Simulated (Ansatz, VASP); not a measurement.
# Cross-check of Al38P12O87 (glassy 76Al2O3-24P2O5 (mol %)) between VASP and Ansatz

Aim: how closely do two programs agree when they are given the same cell, functional and k mesh? Of the first pair: The structure shown is the start of the Ansatz relaxation below; VASP solves that cell, so the two are compared at the walk's first step.

Calculated with Ansatz 0.2.0; plane waves, with VASP 6.6.1 beside it; PBE.

**1. Starting point**

The cell holds 137 atoms: 38 Al, 12 P and 87 O. Its edges and angles: a = 11.541 Å, b = 11.330 Å, c = 11.496 Å, α = 89.3°, β = 92.1°, γ = 87.8°. As first built, before any earlier steps moved the atoms or strained the cell (in the runner's words): 137 atoms (38 Al, 12 P, 87 O) placed at random at 2.77 g/cm^3, melted at 4000 K for 10 ps at fixed volume with the Morse and Coulomb pair potential with partial charges (Pedone, Malavasi, Menziani, Cormack and Segre, J. Phys. Chem. B 110, 11780 (2006)). Quenched from 4000 K to 300 K at 50 K/ps and fixed volume, held 10 ps at zero pressure.

**2. Ansatz: relaxation, PBE**

Ansatz runs on its default PAW (the set named soft_2) files.

The two programs are compared at the cell with which this relaxation starts, whose forces are those of its first step.

input.yaml

```yaml
crystal:
  lattice:
    - [11.53719, 0.22231, -0.2098]
    - [0.22231, 11.32777, 0.07642]
    - [-0.2098, 0.07642, 11.49402]
  atoms:
    - { symbol: Al, position: [0.72626, 0.14841, 0.40137] }
    - { symbol: Al, position: [0.88019, 0.00864, 0.57258] }
    - { symbol: Al, position: [0.09634, 0.40576, 0.3327] }
    - { symbol: Al, position: [0.61396, 0.32782, 0.55598] }
    - { symbol: Al, position: [0.82433, 0.48694, 0.57993] }
    - { symbol: Al, position: [0.11443, 0.06057, 0.1558] }
    - { symbol: Al, position: [0.09727, 0.04919, 0.71199] }
    - { symbol: Al, position: [0.12981, 0.21858, 0.52571] }
    - { symbol: Al, position: [0.90745, 0.44227, 0.01808] }
    - { symbol: Al, position: [0.55118, 0.98639, 0.92373] }
    - { symbol: Al, position: [0.27833, 0.86097, 0.26396] }
    - { symbol: Al, position: [0.50644, 0.21811, 0.32533] }
    - { symbol: Al, position: [0.87721, 0.69654, 0.1521] }
    - { symbol: Al, position: [0.01288, 0.85898, 0.022] }
    - { symbol: Al, position: [0.32588, 0.07883, 0.60221] }
    - { symbol: Al, position: [0.50538, 0.4316, 0.78185] }
    - { symbol: Al, position: [0.30981, 0.11628, 0.33261] }
    - { symbol: Al, position: [0.70602, 0.87541, 0.42997] }
    - { symbol: Al, position: [0.36716, 0.2144, 0.94302] }
    - { symbol: Al, position: [0.13428, 0.27042, 0.86088] }
    - { symbol: Al, position: [0.34461, 0.73095, 0.61972] }
    - { symbol: Al, position: [0.88686, 0.66357, 0.88022] }
    - { symbol: Al, position: [0.19524, 0.0119, 0.9264] }
    - { symbol: Al, position: [0.14592, 0.31945, 0.09437] }
    - { symbol: Al, position: [0.4922, 0.18907, 0.75138] }
    - { symbol: Al, position: [0.73538, 0.86808, 0.73818] }
    - { symbol: Al, position: [0.80807, 0.01864, 0.95784] }
    - { symbol: Al, position: [0.99301, 0.86308, 0.79437] }
    - { symbol: Al, position: [0.8839, 0.26184, 0.61538] }
    - { symbol: Al, position: [0.08899, 0.58638, 0.96579] }
[... 101 atom lines left out ...]
    - { symbol: O, position: [0.69432, 0.96368, 0.86623] }
    - { symbol: O, position: [0.50041, 0.12688, 0.88607] }
    - { symbol: O, position: [0.93607, 0.82788, 0.13631] }
    - { symbol: O, position: [0.09564, 0.57189, 0.62257] }
    - { symbol: O, position: [0.20297, 0.58205, 0.87261] }
    - { symbol: O, position: [0.82778, 0.37931, 0.90647] }
kpoints:
  mp_grid: { grid: [1, 1, 1] }
hamiltonian:
  xc: pbe
scf:
  occupations: { method: fixed }
output:
  forces: true
  eigenvalues: true
  stress: true
relax:
  f_tol: 0.05
  max_steps: 70
```

The run is started by

```
$ ansatz run input.yaml --threads 4 --pin off --max-ram 8192MiB --backend cpu --events-out ev --progress --plain --runs-dir out
```

Numbers of over 12 decimals in the logs are rounded to 6 here.

The log of the run:

```text
Warning: output.stress: scf.convergence.dr2_threshold = 1e-7 eV (the SCF's general default) is looser than the 1.08e-8 eV advised for a printed stress (1e-10 eV for each atom of the cell: 137, of which 108 are counted). What an SCF threshold leaves in a stress goes as its square root, and in the free energy as the threshold itself, and one threshold admits the most on a small cell: [figures from the program's tests c [...]
Engine: ansatz 0.2.0, x86_64-unknown-linux-gnu
Pseudopotentials: kind: paw
Pseudopotential: Al, paw, valence charge 3, recommended cutoff 420 eV (normal), Al.paw.azcp
Pseudopotential: P, paw, valence charge 5, recommended cutoff 420 eV (normal), P.paw.azcp
Pseudopotential: O, paw, valence charge 6, recommended cutoff 420 eV (normal), O.paw.azcp
Functional definition: PBE
  parameter kappa = 0.804
  parameter beta = 0.066725
  exchange = pbe_x(kappa = kappa, mu = beta*pi^2/3)
  correlation = pbe_c(beta = beta)
Crystal: 137 atoms, lattice volume = 1501.020 Å³
Basis set: ecut = 420 eV, 29365 PW (Γ), exchange–correlation on 160×160×160 points (8 copies of the dense FFT grid, shifted against one another)
Bands: 485, of which v1, the nominal top of the filled ones, is band 348 counted from 1 (347 counted from 0)
Symmetry: 1 space group operations
Space group: P1 (ITA 1), of the structure as read, at distance tolerance 1.1e-4 Å
k-points: 1
Non-local potential: Al, projectors of the file, l = 0: 2, l = 1: 2, l = 2: 1
Non-local potential: P, projectors of the file, l = 0: 2, l = 1: 2, l = 2: 2
Non-local potential: O, projectors of the file, l = 0: 2, l = 1: 2, l = 2: 1
PAW form: soft (Blöchl's): semilocal exchange-correlation on the pseudo side does not see the compensation charge
PAW one-centre angular grid: Al, 110 points (default); XC on 64 Gauss nodes
PAW one-centre angular grid: P, 110 points (default); XC on 64 Gauss nodes
PAW one-centre angular grid: O, 110 points (default); XC on 64 Gauss nodes
Initial density: superposition of atomic densities (neutral atoms: chi_scale 0, normalization atom), corrected by the library's trained network
Initial wavefunctions: pseudopotential atomic-orbital guess
Functional: x = pbe(κ = 0.804, μ = 0.219515), c = pbe(β = 0.066725)
SCF iter   1: F=—  HF=-78998.774337 eV  |F-HF|=—  |Δ(HF+E_count)|=         —  Δρ=2.61e-3  dr2=1.68e-1  ethr=1.77e-3  ⟨swp⟩=5.0  Hψ=1929  notcnv=0  defer=133
preconditioner: auto → Resta (q_TF=auto, 2.400 Å⁻¹)  ε∞=3.2  [insulator: Δε(μ)=4.565 eV  Ē_g=17.052 eV  n_scr=354 (ndim 8)  ℏωp=25.3 eV  f_vac=0.083  ε∞_Penn≈3.2]
SCF iter   2: F=—  HF=-78998.765771 eV  |F-HF|=—  |Δ(HF+E_count)|=   8.57e-3  Δρ=1.34e-3  dr2=4.26e-2  ethr=2.42e-5  ⟨swp⟩=3.0  Hψ=823  notcnv=0  defer=135
SCF iter   3: F=—  HF=-78998.765595 eV  |F-HF|=—  |Δ(HF+E_count)|=   1.76e-4  Δρ=5.87e-4  dr2=9.14e-3  ethr=6.12e-6  ⟨swp⟩=3.0  Hψ=617  notcnv=0  defer=135
SCF iter   4: F=—  HF=-78998.764114 eV  |F-HF|=—  |Δ(HF+E_count)|=   1.48e-3  Δρ=2.00e-4  dr2=7.04e-4  ethr=1.31e-6  ⟨swp⟩=3.0  Hψ=621  notcnv=0  defer=135
SCF iter   5: F=—  HF=-78998.764169 eV  |F-HF|=—  |Δ(HF+E_count)|=   5.54e-5  Δρ=1.35e-4  dr2=2.12e-4  ethr=1.01e-7  ⟨swp⟩=2.0  Hψ=696  notcnv=0  defer=135
SCF iter   6: F=-78998.764134 eV  HF=-78998.764132 eV  |F-HF|=1.67e-6  |Δ(HF+E_count)|=   3.69e-5  Δρ=3.01e-5  dr2=1.33e-5  ethr=8.98e-9  ⟨swp⟩=23.0  Hψ=4093  notcnv=0
SCF 1 converged in 6 iterations: F = -78998.764134 eV  dr2 = 1.33e-5
  greatest PAW one-centre occupation: 0.873 electrons in one spin orbital (limit 2), on the O atom at site 87 (counted from 0), in its partial waves of l = 0
relax step   1: F+E_penalty+E_count = -78998.76413377 eV  Δ(F+E_penalty+E_count) = +0.000e0 eV  max|allowed force component| = 2.274e0 eV/Å  Δτ_max = 0.0000 Å  (6 SCF iters, dr2 threshold 6.25e-5 eV, accepted)
Initial density: handed on by an earlier stage of this run
Initial wavefunctions: those handed on with the density
iter 1 solved again at ethr=1.47e-4 eV; its pass at ethr=3.10e-3 eV (dr2=1.02e0 eV) is discarded
[...]
- { symbol: Al, position: [0.867628, -0.040823, 0.223470] }
    - { symbol: Al, position: [0.272906, 0.353496, 0.652177] }
    - { symbol: Al, position: [0.044588, 0.476883, 0.720693] }
    - { symbol: Al, position: [0.396012, 0.036054, 0.125437] }
    - { symbol: Al, position: [0.626635, 0.465647, 0.241951] }
    - { symbol: Al, position: [0.361173, 0.400223, 0.290112] }
    - { symbol: Al, position: [0.641838, 0.094128, 0.129546] }
    - { symbol: Al, position: [0.415569, 0.808056, 0.026379] }
    - { symbol: P, position: [0.200573, 0.596568, 0.216332] }
    - { symbol: P, position: [0.090126, 0.696369, 0.579488] }
    - { symbol: P, position: [0.903011, 0.655922, 0.408450] }
    - { symbol: P, position: [0.661467, 0.624968, 0.739366] }
    - { symbol: P, position: [0.622134, 0.731601, 0.200003] }
    - { symbol: P, position: [0.082018, 0.999207, 0.380204] }
    - { symbol: P, position: [0.581476, 0.349958, 0.025712] }
    - { symbol: P, position: [0.859597, 0.246035, 0.868898] }
    - { symbol: P, position: [0.860794, 0.334549, 0.282627] }
    - { symbol: P, position: [0.442726, 0.920362, 0.462608] }
    - { symbol: P, position: [0.427429, 0.521067, 0.510036] }
    - { symbol: P, position: [0.320820, 0.623485, 0.872470] }
    - { symbol: O, position: [0.603120, 0.615976, 0.268754] }
    - { symbol: O, position: [0.618604, 0.832907, 0.286526] }
    - { symbol: O, position: [0.367867, 0.324134, 0.797721] }
    - { symbol: O, position: [0.797535, 0.737099, 0.419723] }
    - { symbol: O, position: [0.056821, 0.440087, 0.034802] }
    - { symbol: O, position: [0.843211, 0.787797, 0.796145] }
    - { symbol: O, position: [0.535880, 0.011451, 0.054869] }
    - { symbol: O, position: [0.012634, 0.023232, 0.257069] }
    - { symbol: O, position: [0.741376, 0.731786, 0.145036] }
    - { symbol: O, position: [0.810311, 0.154451, 0.948994] }
    - { symbol: O, position: [0.323010, 0.698930, 0.982751] }
    - { symbol: O, position: [0.997904, 0.971880, 0.472318] }
    - { symbol: O, position: [0.193185, 0.025939, 0.608567] }
    - { symbol: O, position: [0.135361, 0.915969, 0.820373] }
    - { symbol: O, position: [0.417382, 0.149454, 0.224923] }
    - { symbol: O, position: [0.245676, 0.037660, 0.235390] }
    - { symbol: O, position: [0.442814, 0.652404, 0.535362] }
    - { symbol: O, position: [0.757159, 0.416290, 0.317578] }
    - { symbol: O, position: [0.972404, 0.352905, 0.357945] }
    - { symbol: O, position: [0.364250, 0.470403, 0.617996] }
    - { symbol: O, position: [0.152659, 0.366674, 0.745436] }
    - { symbol: O, position: [0.978884, 0.547818, 0.836980] }
    - { symbol: O, position: [0.027934, 0.761608, 0.672585] }
    - { symbol: O, position: [0.880926, 0.361712, 0.155527] }
[...]
- { symbol: O, position: [0.598446, 0.368958, 0.896146] }
    - { symbol: O, position: [0.567697, 0.538093, 0.717391] }
    - { symbol: O, position: [0.671791, 0.960687, 0.851542] }
    - { symbol: O, position: [0.483996, 0.161067, 0.889319] }
    - { symbol: O, position: [0.944342, 0.833608, 0.155227] }
    - { symbol: O, position: [0.100144, 0.563631, 0.607445] }
    - { symbol: O, position: [0.200387, 0.568772, 0.869166] }
    - { symbol: O, position: [0.830771, 0.370700, 0.914315] }
```

**3. VASP: single point, PBE, start cell, pair 1**

The same cell, functional and mesh now go to VASP, with its own data sets.

Lines of VASP's logs that name or quote its potential files are left out, and so is its time.

INCAR

```
SYSTEM = Al38P12O87
PREC = Accurate
ENCUT = 520
EDIFF = 1E-06
NELM = 120
ISMEAR = 0
SIGMA = 0.01
LREAL = Auto
ALGO = Normal
GGA = PE
NBANDS = 443
LORBIT = 11
LWAVE = .FALSE.
LCHARG = .FALSE.
ISIF = 2
LASPH = .TRUE.
GGA_COMPAT = .FALSE.
EFERMI = MIDGAP
```

POSCAR

```
Al38P12O87
1.0
   11.5371900000      0.2223100000     -0.2098000000
    0.2223100000     11.3277700000      0.0764200000
   -0.2098000000      0.0764200000     11.4940200000
Al P O
38 12 87
Direct
    0.7262612088      0.1484115897      0.4013676667
    0.8801888334      0.0086397358      0.5725762935
    0.0963403326      0.4057601238      0.3327037897
    0.6139595583      0.3278158526      0.5559810256
    0.8243270798      0.4869383438      0.5799304328
    0.1144317724      0.0605727665      0.1558009134
    0.0972716411      0.0491857729      0.7119918717
    0.1298063671      0.2185838815      0.5257106909
    0.9074542985      0.4422655415      0.0180777464
    0.5511839919      0.9863878701      0.9237289165
    0.2783327320      0.8609683793      0.2639632612
    0.5064376814      0.2181057612      0.3253329108
    0.8772120279      0.6965416599      0.1520972967
    0.0128761862      0.8589825115      0.0219990900
    0.3258783315      0.0788268909      0.6022127439
    0.5053815806      0.4316029841      0.7818540385
    0.3098094782      0.1162813416      0.3326087660
    0.7060207211      0.8754137803      0.4299735015
    0.3671587934      0.2144033330      0.9430160390
    0.1342784588      0.2704203810      0.8608829718
    0.3446089715      0.7309497990      0.6197170162
    0.8868581958      0.6635706968      0.8802188248
    0.1952393148      0.0119000399      0.9263992761
    0.1459178731      0.3194493861      0.0943709205
    0.4922002443      0.1890714811      0.7513833079
    0.7353772586      0.8680796527      0.7381789402
    0.8080659421      0.0186409938      0.9578378748
    0.9930136969      0.8630769823      0.7943676739
    0.8838978682      0.2618408607      0.6153836425
    0.0889874255      0.5863829519      0.9657942284
[... 101 atom lines left out ...]
    0.6943197205      0.9636802972      0.8662264229
    0.5004070316      0.1268776781      0.8860685298
    0.9360730204      0.8278756527      0.1363075636
    0.0956366652      0.5718920868      0.6225724837
    0.2029678665      0.5820468917      0.8726105083
    0.8277798658      0.3793071221      0.9064697613
```

KPOINTS

```
Automatic mesh
0
Gamma
1 1 1
0 0 0
```

Potentials, in the order of the species: Al, P and O (PBE family, release 64).

The run is started by

```
$ export OMP_NUM_THREADS=3
$ mpirun -np 1 vasp_gam
```

The log of the run:

```text
[banner, memory and clock lines left out]
running    1 mpi-ranks, on    1 nodes
[...]
Offloading initialized ...    1 GPUs detected
[...]
LDA part: xc-table for (Slater+PW92), standard interpolation
 POSCAR, INCAR and KPOINTS ok, starting setup
[...]
entering main loop
       N       E                     dE             d eps       ncg     rms          rms(c)
DAV:   1     0.638785754303E+04    0.63879E+04   -0.42221E+05   894   0.157E+03
DAV:   2    -0.624885790315E+03   -0.70127E+04   -0.67923E+04  1089   0.386E+02
DAV:   3    -0.114142778099E+04   -0.51654E+03   -0.51329E+03  1044   0.111E+02
DAV:   4    -0.115101325214E+04   -0.95855E+01   -0.95538E+01  1052   0.164E+01
[...]
DAV:  18    -0.995681372043E+03    0.75471E-05   -0.67456E-05  1028   0.191E-02    0.147E-02
DAV:  19    -0.995681372421E+03   -0.37751E-06   -0.10081E-05  1044   0.562E-03    0.109E-02
DAV:  20    -0.995681371567E+03    0.85395E-06   -0.45337E-06   908   0.371E-03
   1 F= -.99568137E+03 E0= -.99568137E+03  d E =0.000000E+00
```

OUTCAR, selected parts (step 3):

```text
  FREE ENERGIE OF THE ION-ELECTRON SYSTEM (eV)
  ---------------------------------------------------
  free  energy   TOTEN  =      -995.6813715666 eV

  energy  without entropy=     -995.6813715666  energy(sigma->0) =     -995.68137157

[... 1 further part left out ...]
```

The run ends at a pressure of 21.91 GPa, with forces up to 2.5 eV/Å.

(Continued in part 2 of 2.)

[Lines on the potential files, build, host, timing and source positions are cut from VASP's logs without a mark.]

[Logs are printed without paths, hosts, clocks, repeated set-up lines and the standing remarks that a program may print on its own settings, such as how far it seeks lower states.]

[Hosts, paths, dates, database ids (printed as entryN), source tags and the programs' standing remarks are cut or masked in the printed files.]
